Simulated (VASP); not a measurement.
Consider the following.

```xyz
2
Lattice="0.0000 2.7528 2.7528 2.7528 0.0000 2.7528 2.7528 2.7528 0.0000" Properties=species:S:1:pos:R:3 pbc="T T T"
Al     0.0000     0.0000     0.0000
P      1.3764     1.3764     1.3764
```

Calculation: PBE GGA, VASP's PBE PAW potentials (set 64) (plane waves; VASP). Run with 400 eV cut-off, 8×8×8 Γ-centred mesh, Gaussian smearing of 0.050 eV, potentials Al P.

Q: Estimate the energy per atom (σ→0), band gap (on the k-mesh) with the smallest direct gap where there is one.

A: 
| Property | Value |
|---|---|
| band gap (on the k-mesh) | 1.63 eV |
| smallest direct gap (on the k-mesh) | 3.09 eV |
| energy per atom (σ→0) | -5.188 eV/atom |

Total energies compare only between runs with the same potentials, cut-off and functional.

The compound is AlP in the zinc blende structure. It was relaxed first. The start is the result of an earlier pass.
